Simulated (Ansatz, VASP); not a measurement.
## BP in two plane-wave programs

Wanted: the spread between two codes on one cell, functional and k mesh. The cell is taken from a series of runs on this material, whose earlier steps may have relaxed, scaled, displaced or heated it; both programs get it as it stands.

Calculated with Ansatz 0.2.0; plane waves, with VASP 6.6.1 beside it; single point at HSE06.

**1. The structure**

Symmetry: F-43m, No. 216, cubic system. Conventional cell: a = 4.550 Å, b = 4.550 Å, c = 4.550 Å, α = 90.00°, β = 90.00°, γ = 90.00°. Nearest to P lie 4 B at 1.97 Å. Nearest to B lie 4 P at 1.97 Å. Farther neighbours are not listed.

**2. Ansatz: single point, HSE06**

Ansatz runs on its PAW soft_1 files.

A single point gives forces, pressure and levels at one fixed geometry, so differences don't come from the geometry; what else differs is listed under the comparison.

input.yaml

```yaml
crystal:
  lattice:
    - [0.0, 2.2749468257, 2.2749468257]
    - [2.2749468257, 0.0, 2.2749468257]
    - [2.2749468257, 2.2749468257, 0.0]
  atoms:
    - { symbol: P, position: [0.75, 0.75, 0.75] }
    - { symbol: B, position: [0.0, 0.0, 0.0] }
kpoints:
  mp_grid: { grid: [7, 7, 7] }
scf:
  occupations: { method: fermi_dirac, width: 0.02 }
hamiltonian:
  xc: hse06
  pseudopotentials: { kind: paw, azcp: { folder: soft_1 } }
basis:
  ecutwfc: 600
output:
  forces: true
  stress: true
```

Started as:

```bash
$ ansatz run input.yaml --threads 8 --pin off --max-ram 18432MiB --backend cpu --events-out ev --progress --plain --runs-dir out
```

Numbers of over 12 decimals in the logs are rounded to 6 here.

Output:

```text
Warning: output.stress: scf.convergence.dr2_threshold = 1e-7 eV (the SCF's general default) is looser than the 2e-10 eV advised for a printed stress (1e-10 eV for each atom of the cell: 2). What an SCF threshold leaves in a stress goes as its square root, and in the free energy as the threshold itself, and one threshold admits the most on a small cell: [figures from the program's tests cut] Set scf.convergence.dr2_threshold to 2e-10 eV or tighter. The threshold is an SCF's pass mark: one that does not reach it within its budget of iterations ends unconverged, or closes short of it on a stop that the run arms, and scf.convergence.dr2_threshold's page says what that costs each kind of run
Warning: output.stress: scf.exx.energy_threshold = 1e-6 eV is looser than the 2e-8 eV advised for a stress under a hybrid functional (1e-8 eV for each atom of the cell: 2). Every SCF of the exchange loop can meet its threshold on dr2 while the loop round them stops early: no threshold on dr2 bounds what that leaves in the stress. Set scf.exx.energy_threshold to 2e-8 eV or tighter. The threshold is the loop's pass mark: a loop that does not reach it within its budget of cycles ends unconverged, and scf.exx.energy_threshold's page has the law
Engine: ansatz 0.2.0, aarch64-unknown-linux-gnu
Pseudopotentials: kind: paw
Pseudopotential: P, paw, valence charge 5, recommended cutoff 420 eV (normal), soft_1/P.paw.azcp
Pseudopotential: B, paw, valence charge 3, recommended cutoff 420 eV (normal), soft_1/B.paw.azcp
Functional definition: HSE06
  parameter a = 0.25
  parameter omega = 0.11/bohr
  exchange = pbe_x - a*pbe_x_sr(omega) + a*exact_x_sr(omega)
  correlation = pbe_c
Crystal: 2 atoms, lattice volume = 23.547 Å³
Basis set: ecut = 600 eV, 749 PW (Γ), exchange–correlation on 54×54×54 points (8 copies of the dense FFT grid, shifted against one another)
Bands: 8, of which v1, the nominal top of the filled ones, is band 4 counted from 1 (3 counted from 0)
Symmetry: 24 space group operations
Space group: F-43m (ITA 216), of the structure as read, at distance tolerance 2.9e-5 Å
k-points: 20 of 343 (time reversal used)
Non-local potential: P, projectors of the file, l = 0: 2, l = 1: 2, l = 2: 1
Non-local potential: B, projectors of the file, l = 0: 2, l = 1: 2, l = 2: 1
PAW form: soft (Blöchl's): semilocal exchange-correlation on the pseudo side does not see the compensation charge
PAW frozen core: P, regenerated for the run's functional, and the local potential with it (the file was generated under x = pbe(κ = 0.804, μ = 0.219515), c = pbe(β = 0.066725))
PAW frozen core: B, regenerated for the run's functional, and the local potential with it (the file was generated under x = pbe(κ = 0.804, μ = 0.219515), c = pbe(β = 0.066725))
PAW one-centre angular grid: P, 110 points (default); XC on 64 Gauss nodes
PAW one-centre angular grid: B, 110 points (default); XC on 64 Gauss nodes
Initial density: superposition of atomic densities (chi_scale 0.1, normalization cell, long waves kept (reshape's long-wave potential 0.00 eV rms))
Initial wavefunctions: pseudopotential atomic-orbital guess
Functional: x = pbe(κ = 0.804, μ = 0.219515), c = pbe(β = 0.066725), warm-up for x = pbe(κ = 0.804, μ = 0.219515) + 0.25 (exact − pbe) at short range (hse, ω = 0.207870 Å⁻¹), c = pbe(β = 0.066725); HSE06 as pw.x's `hse` composes it (authors' and Libxc's form: `xc: wpbeh`)
SCF iter   1: F=—  HF=-913.133265 eV  |F-HF|=—  |Δ(HF+E_count)|=         —  Δρ=9.10e-2  dr2=2.19e0  ethr=1.00e-1  ⟨swp⟩=4.8  Hψ=582  notcnv=0
preconditioner: auto → none  [insulator: Δε(μ)=1.944 eV  Ē_g=12.864 eV  σ=0.020 eV  W_gap=1.00  n_scr=0 (ndim 8)  ℏωp=21.6 eV  f_vac=0.000  D(μ)=0.00/eV (n_scr^D=0)]
iter 2 solved again at ethr=1.89e-3 eV; its pass at ethr=2.74e-2 eV (dr2=1.51e-1 eV) is discarded
SCF iter   2: F=—  HF=-912.480872 eV  |F-HF|=—  |Δ(HF+E_count)|=   6.52e-1  Δρ=3.00e-2  dr2=1.60e-1  ethr=1.89e-3  ⟨swp⟩=2.9  Hψ=723  notcnv=0  defer=1
SCF iter   3: F=—  HF=-912.442161 eV  |F-HF|=—  |Δ(HF+E_count)|=   3.87e-2  Δρ=1.21e-2  dr2=2.11e-2  ethr=1.89e-3  ⟨swp⟩=2.0  Hψ=320  notcnv=0
SCF iter   4: F=—  HF=-912.439559 eV  |F-HF|=—  |Δ(HF+E_count)|=   2.60e-3  Δρ=1.35e-3  dr2=2.62e-4  ethr=2.64e-4  ⟨swp⟩=3.0  Hψ=348  notcnv=0  defer=3
SCF iter   5: F=-912.439623 eV  HF=-912.439624 eV  |F-HF|=1.76e-7  |Δ(HF+E_count)|=   6.46e-5  Δρ=1.54e-4  dr2=3.46e-6  ethr=3.28e-6  ⟨swp⟩=3.2  Hψ=408  notcnv=0  defer=2
SCF 1 stopped early in 5 iterations: F = -912.439623 eV  dr2 = 3.46e-6
  greatest PAW one-centre occupation: 0.765 electrons in one spin orbital (limit 2), on the P atom at site 0 (counted from 0), in its partial waves of l = 0
Initial density: handed on by an earlier stage of this run
Initial wavefunctions: those handed on with the density
Functional: x = pbe(κ = 0.804, μ = 0.219515) + 0.25 (exact − pbe) at short range (hse, ω = 0.207870 Å⁻¹), c = pbe(β = 0.066725); HSE06 as pw.x's `hse` composes it (authors' and Libxc's form: `xc: wpbeh`)
Exchange kernel: α = 0.2500, screened, ω = 0.2079 Å⁻¹, Wigner–Seitz truncation, v(0) = 1046.2139 eV·Å³, q-mesh 7×7×7, nearest image of the exchange supercell L = 22.52 Å, pair-density grid 15×15×15, without the augmentation charges, whose exchange is taken in its separable form by FFT convolution over the k-point mesh (sized by the pseudopotential files, 24×24×24 at the most), smooth part of the exact exchange by density-matrix convolution
Frozen-core exchange: fock
SCF iter   1: F=—  HF=-913.126845 eV  |F-HF|=—  |Δ(HF+E_count)|=         —  Δρ=4.58e-3  dr2=2.94e-3  ethr=4.32e-7  ⟨swp⟩=7.8  Hψ=973  notcnv=0
preconditioner: auto → none  [insulator: Δε(μ)=1.924 eV  Ē_g=14.518 eV  σ=0.020 eV  W_gap=1.00  n_scr=0 (ndim 8)  ℏωp=21.6 eV  f_vac=0.000  D(μ)=0.00/eV (n_scr^D=0)]
SCF iter   2: F=—  HF=-913.125523 eV  |F-HF|=—  |Δ(HF+E_count)|=   1.32e-3  Δρ=1.08e-3  dr2=4.17e-4  ethr=4.32e-7  ⟨swp⟩=4.0  Hψ=471  notcnv=0
SCF iter   3: F=—  HF=-913.127761 eV  |F-HF|=—  |Δ(HF+E_count)|=   2.24e-3  Δρ=5.89e-4  dr2=6.48e-5  ethr=4.32e-7  ⟨swp⟩=4.0  Hψ=507  notcnv=0
SCF iter   4: F=—  HF=-913.127740 eV  |F-HF|=—  |Δ(HF+E_count)|=   2.13e-5  Δρ=1.48e-4  dr2=1.26e-5  ethr=4.32e-7  ⟨swp⟩=2.0  Hψ=240  notcnv=0
SCF iter   5: F=—  HF=-913.127781 eV  |F-HF|=—  |Δ(HF+E_count)|=   4.10e-5  Δρ=1.46e-4  dr2=6.15e-6  ethr=6.69e-8  ⟨swp⟩=3.2  Hψ=327  notcnv=0
SCF iter   6: F=-913.127779 eV  HF=-913.127779 eV  |F-HF|=5.22e-9  |Δ(HF+E_count)|=   2.12e-6  Δρ=8.43e-6  dr2=4.59e-7  ethr=6.69e-8  ⟨swp⟩=2.4  Hψ=253  notcnv=0
SCF 2 stopped early in 6 iterations: F = -913.127779 eV  dr2 = 4.59e-7
  greatest PAW one-centre occupation: 0.760 electrons in one spin orbital (limit 2), on the P atom at site 0 (counted from 0), in its partial waves of l = 0
hybrid outer 1: dexx = +2.451e-3 eV, tail = 9.85e-7 eV
Exchange kernel: α = 0.2500, screened, ω = 0.2079 Å⁻¹, Wigner–Seitz truncation, v(0) = 1046.2139 eV·Å³, q-mesh 7×7×7, nearest image of the exchange supercell L = 22.52 Å, pair-density grid 15×15×15, without the augmentation charges, whose exchange is taken in its separable form by FFT convolution over the k-point mesh (sized by the pseudopotential files, 24×24×24 at the most), smooth part of the exact exchange by density-matrix convolution
Frozen-core exchange: fock
SCF iter   1: F=—  HF=-913.127755 eV  |F-HF|=—  |Δ(HF+E_count)|=         —  Δρ=1.80e-5  dr2=7.83e-8  ethr=6.15e-8  ⟨swp⟩=5.2  Hψ=502  notcnv=0
preconditioner: auto → none  [insulator: Δε(μ)=1.979 eV  Ē_g=14.530 eV  σ=0.020 eV  W_gap=1.00  n_scr=0 (ndim 8)  ℏωp=21.6 eV  f_vac=0.000  D(μ)=0.00/eV (n_scr^D=0)]
SCF iter   2: F=-913.127755 eV  HF=-913.127755 eV  |F-HF|=2.68e-10  |Δ(HF+E_count)|=   2.05e-8  Δρ=3.81e-6  dr2=2.20e-9  ethr=8.91e-10  ⟨swp⟩=3.0  Hψ=306  notcnv=0
SCF 3 converged in 2 iterations: F = -913.127755 eV  dr2 = 2.20e-9
  Residual-converged pass: ⟨swp⟩=3.0  Hψ=319  notcnv=0  max |occ|·‖R‖ = 2.3e-6 eV (tolerance 2.4e-6 eV)  dr2=2.26e-9  dr2_onsite=3.33e-11  max |Δocc| = 0.0e0
hybrid outer 2: dexx = +1.362e-8 eV, tail = 4.57e-9 eV, Δε = 4.49e-4 eV (about 3.44e-5 eV left of the loop's levels)
hybrid SCF converged: 2 outer / 8 inner (+5 warm-up), last move |dexx| = 1.36e-8 eV, tail = 4.57e-9 eV
Stability not checked: this state was not tested for a lower state beside it, because the functional holds exact exchange (a hybrid, or Hartree-Fock), whose exchange loop this test does not read (fock_operator; see scf.lower_state_search)
Free energy (F): -913.127755 eV
Frozen-core exchange: fock
Harris-Foulkes:  -913.127755 eV  (|F-HF|=2.68e-10)
Internal energy: -913.127755 eV  (E = F + TS)
E sigma→0 (E₀):  -913.127755 eV
Fermi energy:    9.705569 eV
--- Per-component energies (eV) ---
  E_band       = 12.764582
  E_kinetic    = 120.246188
  E_local      = -61.255969  (includes V_loc(G=0)·N_el)
  E_nonlocal   = 38.972921
  E_hartree    = 17.196685
  E_xc         = -86.719706
  E_vxc        = -81.978200  (∫ρ·V_xc dr)
  E_exx        = -13.704860  (= α·E_x^exact, valence–valence)
  E_paw        = -643.029578  (= ΣΔE_a)
  E_vpaw       = -10.204091  (= ΣTr[D̂ρ^β])
  E_aug_tail   = 0.000000  (compensation charges beyond the density's cutoff)
  E_ewald      = -284.745229
  E_core_change = -0.088209  (= ΣΔE_core)
  E_smearing   = -0.000000  (= −TS)
  E_closure    = 0.000000  (closes the sum)
  Σ components = -913.127755   (vs F -913.127755, Δ=1.14e-13)
--- Forces (eV/Å), atoms counted from 1 ---
  atom   1  P      0.00000000     0.00000000     0.00000000
  atom   2  B     -0.00000000     0.00000000     0.00000000
  max |Σ_I F_I| component: 2.96e-16 eV/Å
--- Stress (GPa, compression-positive) ---
       -2.921790      -0.000000      -0.000000
       -0.000000      -2.921790       0.000000
       -0.000000       0.000000      -2.921790
  P = ⅓ Tr σ = -2.9218 GPa (-29.218 kbar)
--- Band table (eV; the first three rows and the last of 20) ---
  k-point 0: bands = ["-8.2906", "8.7231", "8.7231", "8.7231", "13.0504", "13.0504"]
  k-point 1: bands = ["-7.8907", "6.2808", "8.1672", "8.1672", "13.6265", "13.8219"]
  k-point 2: bands = ["-6.7280", "2.5023", "7.3367", "7.3367", "13.5954", "14.5885"]
  k-point 19: bands = ["-2.9275", "-0.1657", "2.0761", "3.9229", "13.6658", "16.6454"]
  guard bands above this table: 2 of the run's 8 bands. The solve was not asked for them (output.publish_guard_bands: true or output.eigenvalues: true publishes all)
```

The column dr2 measures how far the density is from self-consistency, as an energy; F and HF (Harris–Foulkes) agree once it is small.

The run ends at a pressure of -2.92 GPa.

**3. VASP: single point, HSE06**

The same cell, functional, mesh and smearing now go to VASP, with its own data sets.

Lines of VASP's logs that name or quote its potential files are left out, and so is its time.

The run reads the wave functions of an earlier VASP run, which isn't shown here.

INCAR

```
SYSTEM = BP
PREC = Accurate
ENCUT = 420
EDIFF = 1E-06
NELM = 100
ISMEAR = -1
SIGMA = 0.02
LREAL = .FALSE.
ALGO = Normal
LHFCALC = .TRUE.
AEXX = 0.25
GGA = PE
HFSCREEN = 0.208
LASPH = .TRUE.
NBANDS = 10
PRECFOCK = Fast
LORBIT = 11
LWAVE = .FALSE.
LCHARG = .FALSE.
KPAR = 8
ISIF = 2
```

POSCAR

```
BP
1.0
    0.0000000000      2.2749468257      2.2749468257
    2.2749468257      0.0000000000      2.2749468257
    2.2749468257      2.2749468257      0.0000000000
P B
1 1
Direct
    0.7500000000      0.7500000000      0.7500000000
    0.0000000000      0.0000000000      0.0000000000
```

KPOINTS

```
Automatic mesh
0
Gamma
7 7 7
0 0 0
```

The projector-augmented-wave data sets are P and B (PBE family, release 64).

Started as:

```bash
$ mpirun -np 8 vasp_std
```

Output:

```text
[banner, memory and clock lines left out]
running    8 mpi-ranks, on    1 nodes
 distrk:  each k-point on    1 cores,    8 groups
 distr:  one band on    1 cores,    1 groups

 POSCAR found type information on POSCAR P B
 POSCAR found :  2 types and       2 ions
|                                                                             |
|           W    W    AA    RRRRR   N    N  II  N    N   GGGG   !!!           |
|           W    W   A  A   R    R  NN   N  II  NN   N  G    G  !!!           |
|           W    W  A    A  R    R  N N  N  II  N N  N  G       !!!           |
|           W WW W  AAAAAA  RRRRR   N  N N  II  N  N N  G  GGG   !            |
|           WW  WW  A    A  R   R   N   NN  II  N   NN  G    G                |
|           W    W  A    A  R    R  N    N  II  N    N   GGGG   !!!           |
|                                                                             |
|     For optimal performance we recommend to set                             |
|       NCORE = 2 up to number-of-cores-per-socket                            |
|     NCORE specifies how many cores store one orbital (NPAR=cpu/NCORE).      |
|     This setting can greatly improve the performance of VASP for DFT.       |
|     The default, NCORE=1 might be grossly inefficient on modern             |
|     multi-core architectures or massively parallel machines. Do your        |
|     Unfortunately you need to use the default for GW and RPA                |
|     calculations (for HF NCORE is supported but not extensively tested      |
|     yet).                                                                   |
|                                                                             |

 LDA part: xc-table for (Slater+PW92), standard interpolation
 found WAVECAR, reading the header
 POSCAR, INCAR and KPOINTS ok, starting setup
 FFT: planning ... GRIDC
 FFT: planning ... GRID_SOFT
 FFT: planning ... GRID
 reading WAVECAR
 the WAVECAR file was read successfully
 initial charge from wavefunction
 entering main loop
       N       E                     dE             d eps       ncg     rms          rms(c)
DAV:   1    -0.148289689361E+02   -0.14829E+02   -0.26073E-01   432   0.345E+00    0.160E+00
DAV:   2    -0.148304729044E+02   -0.15040E-02   -0.40915E-03   478   0.454E-01    0.105E+00
DAV:   3    -0.148301208897E+02    0.35201E-03   -0.22765E-04   448   0.117E-01    0.601E-01
DAV:   4    -0.148299921632E+02    0.12873E-03   -0.45158E-05   460   0.523E-02    0.337E-01
DAV:   5    -0.148299472170E+02    0.44946E-04   -0.13751E-05   458   0.291E-02    0.187E-01
DAV:   6    -0.148299321670E+02    0.15050E-04   -0.45918E-06   452   0.167E-02    0.104E-01
DAV:   7    -0.148299273885E+02    0.47784E-05   -0.13760E-06   286   0.928E-03    0.585E-02
DAV:   8    -0.148299257438E+02    0.16447E-05   -0.55315E-07   208   0.579E-03    0.323E-02
DAV:   9    -0.148299251966E+02    0.54719E-06   -0.18923E-07   206   0.331E-03
   1 F= -.14829925E+02 E0= -.14829925E+02  d E =-.129073E-10
```

From OUTCAR (step 3):

```text
ion  position               nearest neighbor table
   1  0.750  0.750  0.750-   2 1.97   2 1.97   2 1.97   2 1.97
   2  0.000  0.000  0.000-   1 1.97   1 1.97   1 1.97   1 1.97

  LATTYP: Found a face centered cubic cell.
 ALAT       =     4.5498936514

 Subroutine GETGRP returns: Found 24 space group operations
 (whereof 24 operations were pure point group operations)

The static configuration has the point symmetry T_d .

 Found     20 irreducible k-points:

   k-points           NKPTS =     20   k-points in BZ     NKDIM =    343   number of bands    NBANDS=     10

   dimension x,y,z NGX =    24 NGY =   24 NGZ =   24
   dimension x,y,z NGXF=    48 NGYF=   48 NGZF=   48

   ENCUT  =  420.0 eV  30.87 Ry    5.56 a.u.   5.38  5.38  5.38*2*pi/ulx,y,z

   NELECT =       8.0000    total number of electrons

 k-points in reciprocal lattice and weights: Automatic mesh
   0.00000000  0.00000000  0.00000000       0.003
   0.14285714  0.00000000  0.00000000       0.023
   0.28571429  0.00000000  0.00000000       0.023
   0.42857143  0.00000000  0.00000000       0.023
   0.14285714  0.14285714  0.00000000       0.017
   0.28571429  0.14285714  0.00000000       0.070
   0.42857143  0.14285714  0.00000000       0.070
  -0.42857143  0.14285714  0.00000000       0.070
  -0.28571429  0.14285714  0.00000000       0.070
[...]
-0.42857143  0.42857143  0.14285714       0.070
  -0.28571429  0.42857143  0.14285714       0.070

  exchange ACFDT corr.  =         0.00000000  see jH, gK, PRB 81, 115126

 average (electrostatic) potential at core
       1 -77.8921       2 -21.8991

 E-fermi :   7.3186

 k-point     1 :       0.0000    0.0000    0.0000
  band No.  band energies     occupation
      1     -10.1046      2.00000
      2       6.9152      2.00000
      3       6.9152      2.00000
      4       6.9152      2.00000
      5      11.2357      0.00000
      6      11.2357      0.00000
      7      11.2357      0.00000
      8      15.4718      0.00000
      9      19.4540      0.00000
    ...

 k-point     2 :       0.1429    0.0000    0.0000
  band No.  band energies     occupation
      1      -9.7048      2.00000
      2       4.4701      2.00000
      3       6.3586      2.00000
      4       6.3586      2.00000
      5      11.8169      0.00000
      6      12.0096      0.00000
      7      12.0096      0.00000
      8      16.5322      0.00000
      9      19.2113      0.00000
    ...

 k-point     3 :       0.2857    0.0000    0.0000
  band No.  band energies     occupation
      1      -8.5420      2.00000
      2       0.6915      2.00000
      3       5.5281      2.00000
      4       5.5281      2.00000
      5      11.7879      0.00000
      6      12.7798      0.00000
      7      12.7798      0.00000
      8      18.1262      0.00000
      9      19.4172      0.00000
    ...

  Total       -0.4958709     -0.4958709     -0.4958709      0.0000000      0.0000000      0.0000000
  in kB      -33.7392558    -33.7392558    -33.7392558      0.0000000      0.0000000      0.0000000
  external PRESSURE =     -33.7392558 kB  Pullay stress =       0.0000000 kB

  energy-cutoff  :      420.00
  volume of cell :       23.55
      direct lattice vectors                 reciprocal lattice vectors
     0.000000000  2.274946826  2.274946826    -0.219785357  0.219785357  0.219785357
     2.274946826  0.000000000  2.274946826     0.219785357 -0.219785357  0.219785357
     2.274946826  2.274946826  0.000000000     0.219785357  0.219785357 -0.219785357

 POSITION                                       TOTAL-FORCE (eV/Angst)
 -----------------------------------------------------------------------------------
      3.41242      3.41242      3.41242        -0.000000      0.000000      0.000000
      0.00000      0.00000      0.00000         0.000000     -0.000000     -0.000000
 -----------------------------------------------------------------------------------
    total drift:                               -0.000000     -0.000001     -0.000001

  FREE ENERGIE OF THE ION-ELECTRON SYSTEM (eV)
  ---------------------------------------------------
  free  energy   TOTEN  =       -14.8299251966 eV

  energy  without entropy=      -14.8299251966  energy(sigma->0) =      -14.82992520

 total charge
# of ion       s       p       d       tot
------------------------------------------
    1        0.990   1.586   0.000   2.576
    2        0.666   1.263   0.000   1.929
--------------------------------------------------
tot          1.656   2.848   0.000   4.505

[... 3 further parts left out ...]
```

The run ends at a pressure of -3.37 GPa.

**4. Comparison**

Known differences besides the potentials themselves: exact exchange at q = 0 is treated differently, which shows on coarse meshes; VASP keeps PBE cores, Ansatz makes them for the functional; the cutoff is 600 eV in Ansatz and 420 eV in VASP; VASP takes a coarser grid for exact exchange (PRECFOCK = Fast). Total energies have different zeros and are not compared.

The two programs side by side:

| quantity | Ansatz | VASP | difference |
| --- | --- | --- | --- |
| pressure (GPa) | -2.92 | -3.37 | +0.45 |
| gap on the k mesh (eV) | 1.979 | 1.973 | +0.006 |

A gap on the mesh is an upper bound, since the band edges may lie between its points.

**5. Summary of results**

* difference in gap on the k mesh (single point, HSE06): 0.0055 eV

In words: The difference in gap on the k mesh is 0.0055 eV (single point, HSE06), within the 0.08 eV picked in this series as the mark of a large difference. How closely two codes agree says nothing of how well the functional describes the real material.

[Lines on the potential files, build, host, timing and source positions are cut from VASP's logs without a mark.]

[Logs are printed without paths, hosts, clocks, repeated set-up lines and the standing remarks that a program may print on its own settings, such as how far it seeks lower states.]

[Hosts, paths, dates, database ids (printed as entryN), source tags and the programs' standing remarks are cut or masked in the printed files.]
